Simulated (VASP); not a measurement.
Energy against volume of KTaO$_{3}$ (cubic perovskite). These are LDA (Ceperley-Alder, Perdew-Zunger), VASP's LDA PAW potentials (set 64) (plane waves; VASP) values and carry that method's errors. Settings: 520 eV cut-off, 6×6×6 Γ-centred mesh, Gaussian smearing of 0.050 eV, potentials K_sv Ta_pv O.

| V (Å³/atom) | E (eV/atom) |
|---|---|
| 12.052 | -9.00326 |
| 12.425 | -9.01158 |
| 12.798 | -9.00463 |
| 13.170 | -8.98476 |

Question: Fit these four points and predict the energy of the run at 11.679 Å³/atom.

Answer: A cubic in V^(−2/3), the third-order Birch-Murnaghan form, passes through the four points with V0 = 12.43 Å³/atom and B0 = 217 GPa, and gives -8.9770 eV/atom there. The run gave -8.9770 eV/atom, +0.0 meV/atom from the fit; all five points give B0 = 217 GPa.

The compound is KTaO3 in the cubic perovskite structure. It was relaxed first.
